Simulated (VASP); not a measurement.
Runs of VASP 6.6.1 on GaF. Symmetry: Pm-3m, No. 221, cubic system. Conventional cell: a = 3.166 Å, b = 3.166 Å, c = 3.166 Å, α = 90.00°, β = 90.00°, γ = 90.00°. Ga (site symmetry m-3m) has 8 F at 2.74 Å as nearest neighbours. F (site symmetry m-3m) is surrounded by 8 Ga at 2.74 Å. The cell was built by a generator and needn't be a form met in nature.

```tsv
task	potentials or basis	cell	cutoff (eV)	gap on the mesh (eV)	pressure (GPa)	relaxed volume (Å³/atom)
band structure	VASP PAW PBE potentials, release 64 (Ga_d_GW, F_GW)	as given	550	0.33	-	-
band structure	VASP PAW PBE potentials, release 64 (Ga_d, F)	as given	520	0.34	-	-
band structure	VASP PAW PBE potentials, release 64 (Ga, F)	as given	500	0.35	-1.1	-
relaxation of cell and atoms	VASP PAW PBE potentials, release 64 (Ga_d_GW, F_GW)	relaxed	680	0.30	0.0	(d)
relaxation of cell and atoms	VASP PAW PBE potentials, release 64 (Ga_d, F)	relaxed	600	0.32	0.0	(b)
relaxation of cell and atoms	VASP PAW PBE potentials, release 64 (Ga, F)	relaxed	580	(a)	0.0	15.51
relaxation of cell and atoms	VASP PAW PBE potentials, release 64 (Ga_d_GW, F_GW)	relaxed	630	0.27	-0.1	15.74
band structure	VASP PAW PBE potentials, release 64 (Ga_d_GW, F_GW)	as given	600	0.33	(c)	-
```

Alike in all rows: level PBE; no spin polarisation; k mesh 8 × 8 × 8; smearing fermi-dirac 0.05 eV.

**Question.** Fill in the values left out.

**Answer.** (a) 0.18; (b) 15.82; (c) -0.5; (d) 15.79.

Caveats: the cutoff is under 1.25 times the usual one of these potentials, so pressure, stress and relaxed cells hold a basis-set (Pulay) error (some runs).

A k mesh can miss the band edges, and the runs leave out spin-orbit coupling on Ga.

The runs don't all hold the same shells in valence.
